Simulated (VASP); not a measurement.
# Na(110) in VASP, part 2 of 2

How does Na(110) behave as a surface?

VASP 6.6.1; LDA; plane waves and PAW (Na).

So far. Step 2 (Potential and states of the slab): The vacuum level lies 2.96 eV above the Fermi level at the upper face; both faces agree, as the slab has next to no dipole.

### 4. Slab, other settings

This step: LDA; plane waves and PAW (Na) (VASP 6.6.1).

The run is repeated with some settings moved, to see what they change.

INCAR reads:

```
SYSTEM = Na
PREC = Normal
ENCUT = 300
EDIFF = 1E-06
NELM = 120
ISMEAR = -1
SIGMA = 0.1
LREAL = .FALSE.
ALGO = Fast
GGA = CA
NBANDS = 10
LORBIT = 11
LWAVE = .FALSE.
LCHARG = .FALSE.
KPAR = 2
LASPH = .TRUE.
IDIPOL = 3
LDIPOL = .TRUE.
DIPOL = 0.5 0.5 0.5
LVHAR = .TRUE.
LVACPOTAV = .TRUE.
ISYM = 1
```

POSCAR reads:

```
Na
1.0
    2.9910616844     -2.1150000000      0.0000000000
    2.9910616844      2.1150000000      0.0000000000
    0.0000000000      0.0000000000     35.9463701065
Na
7
Direct
    0.0000000000      0.0000000000      0.2503729855
    0.5000000000      0.5000000000      0.3335819903
    0.0000000000      0.0000000000      0.4167909952
    0.5000000000      0.5000000000      0.5000000000
    0.0000000000      0.0000000000      0.5832090048
    0.5000000000      0.5000000000      0.6664180097
    0.0000000000      0.0000000000      0.7496270145
```

KPOINTS reads:

```
Automatic mesh
0
Gamma
6 6 1
0 0 0
```

The projector-augmented-wave data sets are Na (LDA family, release 64).

Launch:

```sh
> mpirun -np 2 vasp_std
```

Log:

```text
[banner, memory and clock lines left out]
running    2 mpi-ranks, on    1 nodes
 distrk:  each k-point on    1 cores,    2 groups
 distr:  one band on    1 cores,    1 groups

 POSCAR found type information on POSCAR Na
 POSCAR found :  1 types and       7 ions
 LDA part: xc-table for (Slater(with rela. corr.)+CA(PZ))
 , standard interpolation
 POSCAR, INCAR and KPOINTS ok, starting setup
 FFT: planning ... GRIDC
 FFT: planning ... GRID_SOFT
 FFT: planning ... GRID
 WAVECAR not read
 entering main loop
       N       E                     dE             d eps       ncg     rms          rms(c)
DAV:   1    -0.201629750380E+01   -0.20163E+01   -0.11251E+03   260   0.243E+02
DAV:   2    -0.958943040462E+01   -0.75731E+01   -0.72238E+01   354   0.347E+01
DAV:   3    -0.991320447410E+01   -0.32377E+00   -0.32008E+00   350   0.801E+00
DAV:   4    -0.992625751545E+01   -0.13053E-01   -0.13043E-01   420   0.164E+00
DAV:   5    -0.992670391255E+01   -0.44640E-03   -0.44638E-03   354   0.326E-01    0.809E-01
RMM:   6    -0.100365086075E+02   -0.10980E+00   -0.88666E-02   324   0.466E-01    0.104E+00
RMM:   7    -0.974227517223E+01    0.29423E+00   -0.19320E-02   292   0.298E-01    0.383E-01
RMM:   8    -0.971950683258E+01    0.22768E-01   -0.16691E-02   282   0.292E-01    0.165E-01
RMM:   9    -0.971790752583E+01    0.15993E-02   -0.52143E-03   293   0.239E-01    0.658E-02
RMM:  10    -0.971622673762E+01    0.16808E-02   -0.14599E-03   306   0.142E-01    0.352E-02
RMM:  11    -0.971647942489E+01   -0.25269E-03   -0.75642E-04   315   0.935E-02    0.195E-02
RMM:  12    -0.971658045470E+01   -0.10103E-03   -0.21565E-04   306   0.546E-02    0.127E-02
RMM:  13    -0.971690818771E+01   -0.32773E-03   -0.17436E-04   317   0.423E-02    0.570E-03
RMM:  14    -0.971706131302E+01   -0.15313E-03   -0.76918E-05   322   0.295E-02    0.284E-03
RMM:  15    -0.971712053871E+01   -0.59226E-04   -0.28610E-05   341   0.207E-02    0.152E-03
RMM:  16    -0.971713197350E+01   -0.11435E-04   -0.72714E-06   317   0.124E-02    0.957E-04
RMM:  17    -0.971713914586E+01   -0.71724E-05   -0.25336E-06   271   0.676E-03    0.401E-04
RMM:  18    -0.971714498219E+01   -0.58363E-05   -0.77039E-07   209   0.525E-03    0.280E-04
RMM:  19    -0.971715298084E+01   -0.79986E-05   -0.81706E-07   215   0.398E-03    0.166E-04
RMM:  20    -0.971715460134E+01   -0.16205E-05   -0.21792E-07   178   0.310E-03    0.836E-05
RMM:  21    -0.971715510876E+01   -0.50742E-06   -0.12844E-07   168   0.242E-03
 [... a notice as in an earlier step ...]

   1 F= -.97171551E+01 E0= -.96513643E+01  d E =-.131582E+00
```

Wall time 6 s (2 MPI ranks of Intel Xeon 6975P-C (Granite Rapids), shared host); peak memory 0.31 GiB; 11 s of CPU time.

Parts of OUTCAR (step 4):

```text
The static configuration has the point symmetry D_2h.

 Found     13 irreducible k-points:

   k-points           NKPTS =     13   k-points in BZ     NKDIM =     13   number of bands    NBANDS=     10

   NELECT =       7.0000    total number of electrons

 E-fermi :  -0.9564

 k-point     1 :       0.0000    0.0000    0.0000
  band No.  band energies     occupation
    ...
      3      -3.5868      2.00000
      4      -3.0906      2.00000
      5      -2.4645      2.00000
      6      -1.7325      1.99915
      7      -0.9183      0.81176
      8      -0.2207      0.00127
      9       0.8101      0.00000
     10       1.4764      0.00000

 k-point     2 :       0.1667    0.0000    0.0000
  band No.  band energies     occupation
    ...
      2      -3.5721      2.00000
      3      -3.2302      2.00000
      4      -2.7362      2.00000
      5      -2.1127      1.99998
      6      -1.3841      1.97260
      7      -0.5749      0.04310
      8       0.1069      0.00005
      9       1.1490      0.00000
     10       1.8133      0.00000

  Total       -1.4565133     -1.7454369     -1.3881612      0.0000000      0.0000000      0.0000000
  in kB       -5.1310264     -6.1488507     -4.8902346      0.0000000      0.0000000      0.0000000
  external PRESSURE =      -5.3900373 kB  Pullay stress =       0.0000000 kB

 POSITION                                       TOTAL-FORCE (eV/Angst)
 -----------------------------------------------------------------------------------
      0.00000      0.00000      9.00000        -0.000000      0.000000      0.073132
      2.99106      0.00000     11.99106        -0.000000      0.000000      0.012089
      0.00000      0.00000     14.98212         0.000000      0.000000     -0.012163
      2.99106      0.00000     17.97319         0.000000      0.000000      0.000000
      0.00000      0.00000     20.96425        -0.000000      0.000000      0.012163
      2.99106      0.00000     23.95531         0.000000      0.000000     -0.012089
      0.00000      0.00000     26.94637         0.000000      0.000000     -0.073132
 -----------------------------------------------------------------------------------
    total drift:                               -0.000000     -0.000000      0.000000

  FREE ENERGIE OF THE ION-ELECTRON SYSTEM (eV)
  ---------------------------------------------------
  free  energy   TOTEN  =        -9.7171551088 eV

  energy  without entropy=       -9.5855733990  energy(sigma->0) =       -9.65136425

 vacuum level on the upper side and lower side of the slab         2.008         2.008

 total charge
# of ion       s       p       d       tot
------------------------------------------
    1        0.104   0.021   0.000   0.126
    2        0.098   0.027   0.000   0.126
    3        0.098   0.028   0.000   0.126
    4        0.099   0.028   0.000   0.127
    5        0.098   0.028   0.000   0.126
    6        0.098   0.027   0.000   0.126
    7        0.104   0.021   0.000   0.126
--------------------------------------------------
tot          0.702   0.181   0.000   0.882

[... 7 parts as in an earlier step ...]

[... 6 further parts left out ...]
```

Settings moved on purpose: ISYM = 1 and a k-mesh of 6×6×1 in place of 12×12×1. The run ended without an error; the comparison shows what it cost.

Against the run that it repeats, NBANDS also differs.

The two runs compared:

| quantity | this run | the run it repeats | difference |
| --- | --- | --- | --- |
| energy at zero smearing (eV) | -9.6514 | -9.6947 | 0.0433 |
| free energy (TOTEN) (eV) | -9.7172 | -9.7554 | 0.0383 |
| Fermi energy (eV) | -0.9564 | -0.9642 | 0.00780 |

One result that differs is the energy at zero smearing, -9.65 eV against -9.69 eV.

The total energy moves by 6.2 meV an atom.

### 5. What came out

| Item | Value |
| --- | --- |
| work function of the slab | 2.96 eV |

In words: The work function is 2.96 eV at both faces. No atom was relaxed. The cell in the plane was kept as given and was not relaxed here.

[Lines on the potential files, build, host, timing and source positions are cut from VASP's logs without a mark.]

[Logs are printed without paths, hosts, clocks, repeated set-up lines and the standing remarks that a program may print on its own settings, such as how far it seeks lower states.]

[Hosts, paths, dates, database ids (printed as entryN), source tags and the programs' standing remarks are cut or masked in the printed files.]

[In band tables of VASP the shares of atoms and orbitals are scaled to a sum of 1 inside the atoms' spheres.]

[Runs that stopped without an error message from VASP are left out.]
